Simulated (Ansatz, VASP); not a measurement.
# Y3SbC (Y3SbC antiperovskite): VASP beside Ansatz, part 2 of 3

One calculation is typed for both programs; each brings its own data sets. How far apart do they land? The cell is generated by rule, not measured, and may not be a known phase. The cell is taken from a series of runs on this material, whose earlier steps may have relaxed, scaled, displaced or heated it; both programs get it as it stands.

VASP 6.6.1 and Ansatz 0.2.0.

So far: The structure; VASP: zone-centre phonons, PBE.

## (2) VASP: zone-centre phonons, PBE (continued)

Level of this step: PBE; plane waves and PAW (Sb, Y_sv, C); invented cell (VASP).

Parts of OUTCAR (step 2):

```text
ion  position               nearest neighbor table
   1  0.000  0.000  0.000-   2 3.45   3 3.45   4 3.45   3 3.45   4 3.45   2 3.45   4 3.45   4 3.45
                             2 3.45   3 3.45   3 3.45   2 3.45
   2  0.500  0.500  0.000-   5 2.44   5 2.44   4 3.45   1 3.45   3 3.45   4 3.45   3 3.45   1 3.45
                             3 3.45   3 3.45   1 3.45   4 3.45   4 3.45   1 3.45
   3  0.500  0.000  0.500-   5 2.44   5 2.44   4 3.45   1 3.45   1 3.45   2 3.45   2 3.45   4 3.45
                             2 3.45   2 3.45   1 3.45   4 3.45   1 3.45   4 3.45
   4  0.000  0.500  0.500-   5 2.44   5 2.44   3 3.45   1 3.45   1 3.45   2 3.45   1 3.45   3 3.45
                             1 3.45   2 3.45   3 3.45   2 3.45   2 3.45   3 3.45
   5  0.500  0.500  0.500-   2 2.44   3 2.44   4 2.44   2 2.44   3 2.44   4 2.44

  LATTYP: Found a simple cubic cell.
 ALAT       =     4.8727765064

 Subroutine GETGRP returns: Found 48 space group operations
 (whereof 48 operations were pure point group operations)

The static configuration has the point symmetry O_h .

 Found     10 irreducible k-points:

   k-points           NKPTS =     10   k-points in BZ     NKDIM =     10   number of bands    NBANDS=     27

   dimension x,y,z NGX =    40 NGY =   40 NGZ =   40
   dimension x,y,z NGXF=    80 NGYF=   80 NGZF=   80

   ENCUT  =  600.0 eV  44.10 Ry    6.64 a.u.   9.73  9.73  9.73*2*pi/ulx,y,z

   NELECT =      42.0000    total number of electrons

 k-points in reciprocal lattice and weights: Automatic mesh
   0.00000000  0.00000000  0.00000000       0.016
   0.25000000  0.00000000  0.00000000       0.094
   0.50000000  0.00000000  0.00000000       0.047
   0.25000000  0.25000000  0.00000000       0.188
   0.50000000  0.25000000  0.00000000       0.188
   0.50000000  0.50000000  0.00000000       0.047
   0.25000000  0.25000000  0.25000000       0.125
   0.50000000  0.25000000  0.25000000       0.188
   0.50000000  0.50000000  0.25000000       0.094
   0.50000000  0.50000000  0.50000000       0.016

 average (electrostatic) potential at core
       1 -87.4160       2 -35.0772       3 -35.0772       4 -35.0772       5 -48.3215

  Total       -0.0245729     -0.0245729     -0.0245729      0.0000000     -0.0000000      0.0000000
  in kB       -0.3402812     -0.3402812     -0.3402812      0.0000000     -0.0000000      0.0000000
  external PRESSURE =      -0.3402812 kB  Pullay stress =       0.0000000 kB

  energy-cutoff  :      600.00
  volume of cell :      115.70
      direct lattice vectors                 reciprocal lattice vectors
     4.872776506  0.000000000  0.000000000     0.205221807  0.000000000  0.000000000
     0.000000000  4.872776506  0.000000000     0.000000000  0.205221807  0.000000000
     0.000000000  0.000000000  4.872776506     0.000000000  0.000000000  0.205221807

 POSITION                                       TOTAL-FORCE (eV/Angst)
 -----------------------------------------------------------------------------------
      0.00000      0.00000      0.00000         0.000000      0.000000      0.000000
      2.43639      2.43639      0.00000         0.000000      0.000000      0.000000
      2.43639      0.00000      2.43639         0.000000      0.000000      0.000000
      0.00000      2.43639      2.43639         0.000000      0.000000      0.000000
      2.43639      2.43639      2.43639         0.000000      0.000000      0.000000
 -----------------------------------------------------------------------------------
    total drift:                               -0.000000     -0.000000     -0.000000

 Eigenvectors and eigenvalues of the dynamical matrix
 ----------------------------------------------------

   1 f  =   12.842918 THz    80.694434 2PiTHz  428.393634 cm-1    53.114017 meV
             X         Y         Z           dx          dy          dz
      0.000000  0.000000  0.000000     0.045036    0.002094   -0.000000
      2.436388  2.436388  0.000000     0.017527    0.000815    0.000000
      2.436388  0.000000  2.436388     0.017527    0.012395    0.000000
      0.000000  2.436388  2.436388     0.266558    0.000815    0.000000
      2.436388  2.436388  2.436388    -0.961326   -0.044701    0.000000

   2 f  =   12.842918 THz    80.694434 2PiTHz  428.393634 cm-1    53.114017 meV
             X         Y         Z           dx          dy          dz
      0.000000  0.000000  0.000000     0.000000   -0.000000   -0.045085
      2.436388  2.436388  0.000000     0.000000   -0.000000   -0.266846
      2.436388  0.000000  2.436388     0.000000   -0.000000   -0.017546
      0.000000  2.436388  2.436388     0.000000   -0.000000   -0.017546
      2.436388  2.436388  2.436388    -0.000000    0.000000    0.962364

   3 f  =   12.842918 THz    80.694434 2PiTHz  428.393634 cm-1    53.114017 meV
             X         Y         Z           dx          dy          dz
      0.000000  0.000000  0.000000    -0.002094    0.045036    0.000000
      2.436388  2.436388  0.000000    -0.000815    0.017527    0.000000
      2.436388  0.000000  2.436388    -0.000815    0.266558   -0.000000
      0.000000  2.436388  2.436388    -0.012395    0.017527   -0.000000
      2.436388  2.436388  2.436388     0.044701   -0.961326    0.000000

   4 f  =    5.608503 THz    35.239265 2PiTHz  187.079529 cm-1    23.194895 meV
             X         Y         Z           dx          dy          dz
      0.000000  0.000000  0.000000     0.019075   -0.085753    0.026597
      2.436388  2.436388  0.000000     0.080655   -0.362584   -0.233332
      2.436388  0.000000  2.436388     0.080655    0.752288    0.112460
      0.000000  2.436388  2.436388    -0.167343   -0.362584    0.112460
      2.436388  2.436388  2.436388    -0.042566    0.191357   -0.059352

   5 f  =    5.608503 THz    35.239265 2PiTHz  187.079529 cm-1    23.194895 meV
             X         Y         Z           dx          dy          dz
      0.000000  0.000000  0.000000    -0.089144   -0.021326   -0.004825
      2.436388  2.436388  0.000000    -0.376925   -0.090173    0.042327
      2.436388  0.000000  2.436388    -0.376925    0.187090   -0.020401
      0.000000  2.436388  2.436388     0.782042   -0.090173   -0.020401
      2.436388  2.436388  2.436388     0.198925    0.047589    0.010767

   6 f  =    5.608503 THz    35.239265 2PiTHz  187.079529 cm-1    23.194895 meV
             X         Y         Z           dx          dy          dz
      0.000000  0.000000  0.000000    -0.010687    0.024829    0.087716
      2.436388  2.436388  0.000000    -0.045189    0.104983   -0.769512
      2.436388  0.000000  2.436388    -0.045189   -0.217818    0.370885
      0.000000  2.436388  2.436388     0.093758    0.104983    0.370885
      2.436388  2.436388  2.436388     0.023849   -0.055406   -0.195738

   7 f  =    4.119011 THz    25.880510 2PiTHz  137.395419 cm-1    17.034853 meV
             X         Y         Z           dx          dy          dz
      0.000000  0.000000  0.000000    -0.000000    0.000000    0.000000
      2.436388  2.436388  0.000000    -0.090933    0.242055    0.000000
      2.436388  0.000000  2.436388     0.090933   -0.000000    0.658134
      0.000000  2.436388  2.436388    -0.000000   -0.242055   -0.658134
      2.436388  2.436388  2.436388     0.000000   -0.000000    0.000000

   8 f  =    4.119011 THz    25.880510 2PiTHz  137.395419 cm-1    17.034853 meV
             X         Y         Z           dx          dy          dz
      0.000000  0.000000  0.000000     0.000000   -0.000000    0.000000
      2.436388  2.436388  0.000000     0.193621   -0.629178    0.000000
      2.436388  0.000000  2.436388    -0.193621    0.000000    0.258158
      0.000000  2.436388  2.436388    -0.000000    0.629178   -0.258158
      2.436388  2.436388  2.436388    -0.000000    0.000000    0.000000

   9 f  =    4.119011 THz    25.880510 2PiTHz  137.395419 cm-1    17.034853 meV
             X         Y         Z           dx          dy          dz
      0.000000  0.000000  0.000000     0.000000    0.000000   -0.000000
      2.436388  2.436388  0.000000    -0.673975   -0.213410   -0.000000
      2.436388  0.000000  2.436388     0.673975   -0.000000   -0.014632
      0.000000  2.436388  2.436388    -0.000000    0.213410    0.014632
      2.436388  2.436388  2.436388    -0.000000    0.000000   -0.000000

  10 f  =    2.954475 THz    18.563516 2PiTHz   98.550691 cm-1    12.218723 meV
             X         Y         Z           dx          dy          dz
      0.000000  0.000000  0.000000     0.615496   -0.552072   -0.000565
      2.436388  2.436388  0.000000    -0.266728    0.239242    0.000165
      2.436388  0.000000  2.436388    -0.266728    0.160712    0.000245
      0.000000  2.436388  2.436388    -0.179175    0.239242    0.000245
      2.436388  2.436388  2.436388    -0.030573    0.027423    0.000028

  11 f  =    2.954475 THz    18.563516 2PiTHz   98.550691 cm-1    12.218723 meV
             X         Y         Z           dx          dy          dz
      0.000000  0.000000  0.000000    -0.552072   -0.615495   -0.001438
      2.436388  2.436388  0.000000     0.239243    0.266727    0.000419
      2.436388  0.000000  2.436388     0.239243    0.179175    0.000623
      0.000000  2.436388  2.436388     0.160712    0.266727    0.000623
      2.436388  2.436388  2.436388     0.027423    0.030573    0.000071

  12 f  =    2.954475 THz    18.563516 2PiTHz   98.550691 cm-1    12.218723 meV
             X         Y         Z           dx          dy          dz
      0.000000  0.000000  0.000000    -0.000539   -0.001448    0.826811
      2.436388  2.436388  0.000000     0.000234    0.000627   -0.240691
      2.436388  0.000000  2.436388     0.000234    0.000421   -0.358302
      0.000000  2.436388  2.436388     0.000157    0.000627   -0.358302
      2.436388  2.436388  2.436388     0.000027    0.000072   -0.041070

  13 f/i=    0.012129 THz     0.076209 2PiTHz    0.404582 cm-1     0.050162 meV
             X         Y         Z           dx          dy          dz
      0.000000  0.000000  0.000000    -0.514076    0.203630    0.013562
      2.436388  2.436388  0.000000    -0.436631    0.172954    0.011566
      2.436388  0.000000  2.436388    -0.436631    0.173652    0.011519
      0.000000  2.436388  2.436388    -0.438393    0.172954    0.011519
      2.436388  2.436388  2.436388    -0.161563    0.063997    0.004262

  14 f/i=    0.012129 THz     0.076209 2PiTHz    0.404582 cm-1     0.050162 meV
             X         Y         Z           dx          dy          dz
      0.000000  0.000000  0.000000     0.201489    0.512264   -0.053950
      2.436388  2.436388  0.000000     0.171135    0.435092   -0.046008
      2.436388  0.000000  2.436388     0.171135    0.436848   -0.045823
      0.000000  2.436388  2.436388     0.171826    0.435092   -0.045823
      2.436388  2.436388  2.436388     0.063324    0.160994   -0.016955

  15 f/i=    0.012129 THz     0.076209 2PiTHz    0.404582 cm-1     0.050162 meV
             X         Y         Z           dx          dy          dz
      0.000000  0.000000  0.000000    -0.032423   -0.045203   -0.550298
      2.436388  2.436388  0.000000    -0.027539   -0.038393   -0.469283
      2.436388  0.000000  2.436388    -0.027539   -0.038548   -0.467397
      0.000000  2.436388  2.436388    -0.027650   -0.038393   -0.467397
      2.436388  2.436388  2.436388    -0.010190   -0.014206   -0.172947

 ELASTIC MODULI CONTR FROM IONIC RELAXATION (kBar)
 Direction    XX          YY          ZZ          XY          YZ          ZX
 --------------------------------------------------------------------------------
 XX           0.0000      0.0000      0.0000      0.0000      0.0000      0.0000
 YY           0.0000      0.0000      0.0000      0.0000      0.0000      0.0000
 ZZ           0.0000      0.0000      0.0000      0.0000      0.0000      0.0000
 XY           0.0000      0.0000      0.0000      0.0000      0.0000      0.0000
 YZ           0.0000      0.0000      0.0000      0.0000      0.0000      0.0000
 ZX           0.0000      0.0000      0.0000      0.0000      0.0000      0.0000
 --------------------------------------------------------------------------------
```

(Part 2 of 3 ends here.)

[Lines on the potential files, build, host, timing and source positions are cut from VASP's logs without a mark.]

[Logs are printed without paths, hosts, clocks, repeated set-up lines and the standing remarks that a program may print on its own settings, such as how far it seeks lower states.]

[Hosts, paths, dates, database ids (printed as entryN), source tags and the programs' standing remarks are cut or masked in the printed files.]
